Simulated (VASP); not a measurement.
GaN (zinc blende) relaxed at rising pressure, in one space group throughout; other phases were not tried. The pressures are those reached. All values below come from PBE GGA, VASP's PBE PAW potentials (set 64) (plane waves; VASP).

```
P (GPa)  V (Å³/atom)    k-mesh
-------  -----------  --------
0.00          11.756  10×10×10
4.97          11.439  10×10×10
9.96          11.161  10×10×10
19.81         10.700  10×10×10
29.84         10.315  10×10×10
```

A change of mesh leaves a small step in the series.

### Question
Fit an equation of state and predict the volume at 45.01 GPa.

### Answer
Least squares on the third-order Birch-Murnaghan form, P = (3B0/2)(y⁷ − y⁵)[1 + (3/4)(B′ − 4)(y² − 1)] with y = (V0/V)^(1/3), gives V0 = 11.756 Å³/atom, B0 = 171 GPa and B′ = 4.4, and so 9.841 Å³/atom. The run gave 9.835 Å³/atom, -0.1 % from the fit.

Pressures at which the relaxation failed are left out.

The compound is GaN in the zinc blende structure, a metastable form; wurtzite is the usual one.
